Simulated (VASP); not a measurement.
An input for Quantum ESPRESSO's pw.x (written as the equivalent of a VASP run, and not itself run):

```
&CONTROL
  calculation = 'vc-relax'
  pseudo_dir = './pseudo'
  outdir = './out'
  tprnfor = .true.
  tstress = .true.
  nstep = 40
  forc_conv_thr = 0.00078
/
&SYSTEM
  ibrav = 0
  nat = 4
  ntyp = 2
  ecutwfc = 84
  occupations = 'smearing'
  smearing = 'methfessel-paxton'
  degauss = 0.00735
  input_dft = 'pbesol'
/
&ELECTRONS
  conv_thr = 7.3e-08
  electron_maxstep = 100
/
&IONS
/
&CELL
  press = 300
/
ATOMIC_SPECIES
  Sn 118.710 Sn.upf
  O 15.999 O.upf
CELL_PARAMETERS angstrom
     3.6117425    0.0000000    0.0000000
     0.0000000    3.6117425    0.0000000
     0.0000000    0.0000000    4.1309618
ATOMIC_POSITIONS crystal
  Sn   0.5000000  0.0000000  0.7167354
  Sn   0.0000000  0.5000000  0.2832646
  O    0.5000000  0.5000000  0.0000000
  O    0.0000000  0.0000000  0.0000000
K_POINTS automatic
  9 9 8 0 0 0
```

Problem. Write the VASP files for the same calculation (PBEsol).

Solution. One answer among several that fit: 
File KPOINTS:
```
Automatic mesh
0
Gamma
9 9 8
0 0 0
```

**POSCAR**
```
SnO
1
    3.6117425383     0.0000000000     0.0000000000
    0.0000000000     3.6117425383     0.0000000000
    0.0000000000     0.0000000000     4.1309617883
Sn O
2 2
Direct
  0.5000000000   0.0000000000   0.7167353961
  0.0000000000   0.5000000000   0.2832646039
  0.5000000000   0.5000000000   0.0000000000
  0.0000000000   0.0000000000   0.0000000000
```

INCAR:
```
LASPH  =  .TRUE.
LCHARG  =  .FALSE.
PREC  =  Accurate
SIGMA  =  0.1   ! width (eV)
EDIFF  =  1E-6   ! SCF stop (eV)
ISMEAR  =  1   ! Methfessel-Paxton
LREAL  =  .FALSE.   ! projection in real space or not
NSW  =  40   ! most ionic steps
NELM  =  100   ! most electronic steps
LMAXMIX  =  4   ! l cut-off of mixed one-centre charges
ALGO  =  Normal
LWAVE  =  .FALSE.
ENCUT  =  620   ! plane-wave cut-off (eV)
ISIF  =  3
EDIFFG  =  -0.02
IBRION  =  2
SYSTEM  =  SnO
GGA  =  PS   ! PBEsol
PSTRESS  =  300
```

POTCAR, in this order: Sn_d O (PBE.64 set). Program: vasp_std.

The two are equivalent in intent, not identical: the potentials are each code's own (VASP's PAW set, PseudoDojo norm-conserving files in pw.x), so ENCUT and ecutwfc are chosen apart and not converted; conv_thr bounds pw.x's estimated SCF error, while EDIFF bounds the energy change between steps; forc_conv_thr acts on force components and is met together with etot_conv_thr.

The compound is SnO in the litharge structure. This run relaxes it under an external pressure of 30 GPa. Symmetry was kept, so distortions that lower it aren't found.
